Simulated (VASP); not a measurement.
```xyz
2
Lattice="0.0000 2.6870 2.6870 2.6870 0.0000 2.6870 2.6870 2.6870 0.0000" Properties=species:S:1:pos:R:3 pbc="T T T"
In     0.0000     0.0000     0.0000
P      1.3435     1.3435     1.3435
```

The numbers are results of LDA (Ceperley-Alder, Perdew-Zunger), VASP's LDA PAW potentials (set 64) (plane waves; VASP 6.6.1), not measurements. Settings: 500 eV cut-off, 9×9×9 Γ-centred mesh, Gaussian smearing of 0.050 eV, potentials In_d P.

Q: Estimate the energy per atom (σ→0), pressure.

A: 
```json
{
  "energy per atom (σ→0)": "-4434 meV/atom",
  "pressure": "29.93 GPa"
}
```

The compound is InP in the zinc blende structure. It was relaxed first under an external pressure of 30 GPa.
